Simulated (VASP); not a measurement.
Wanted: the native input for a VASP 6.6.1 run.

```yaml
Task: relaxation of cell and atoms
Functional: r2SCAN
Dispersion: rVV10
Potentials_or_basis: VASP PAW PBE potentials, release 64 (Zn)
Cutoff: 600 eV
k_mesh: 18 × 18 × 10
Occupations: methfessel-paxton, width 0.1 eV
Spin: no spin polarisation
Further_INCAR_settings: ALGO = Normal; EDIFF = 1e-06; IBRION = 2; EDIFFG = -0.005; NSW = 40; ISIF = 3
```

The structure of Zn lies in POSCAR:

```
Zn
1.0
    2.6200000000      0.0000000000      0.0000000000
   -1.3100000000      2.2689865600      0.0000000000
    0.0000000000      0.0000000000      4.8000000000
Zn
2
Direct
    0.3333333300      0.6666666700      0.2500000000
    0.6666666700      0.3333333300      0.7500000000
```

The cell was built by a generator and needn't be a form met in nature.

One way to write it, as run:

INCAR

```
  PREC = Accurate
  ENCUT = 600
  EDIFF = 1E-6
  ISMEAR = 1
  SIGMA = 0.1
  LREAL = F
  LASPH = T
  NELM = 120
  ALGO = Normal
  ISIF = 3
  LWAVE = F
  LCHARG = F
  METAGGA = R2SCAN
  LMIXTAU = T
  LUSE_VDW = T
  IVDW_NL = 2
  BPARAM = 11.95
  CPARAM = 0.0093
  IBRION = 2
  NSW = 40
  EDIFFG = -0.005
```

KPOINTS

```
Automatic mesh
0
Gamma
  18 18 10
```

Potentials or basis: VASP PAW PBE potentials, release 64 (Zn).

The run is started by

```console
$ cat potpaw_PBE.64/Zn/POTCAR > POTCAR
$ mpirun -np 1 vasp_std > vasp.out
```

Results of the run:

```
Relaxed volume                         : 14.32 Å³/atom
Relaxed cell                           : a = 2.593 Å, b = 2.593 Å, c = 4.917 Å, α = 90.00°, β = 90.00°, γ = 120.00°
Space group after relaxing (to 0.05 Å) : P6_3/mmc (No. 194)
Energy gained by relaxing              : 3.3 meV/atom
Ionic steps                            : 9
Pressure after relaxing                : 0.0 GPa
Band gap on the k mesh                 : none (metal or under the smearing width)
```

Caveat: the PAW data sets were made with another functional, which shifts forces and pressure a little.

Run time: 26 min on 1 thread of AMD EPYC 9R45 96-Core Processor (Zen 5), with other jobs on the host, peak memory 0.33 GiB.
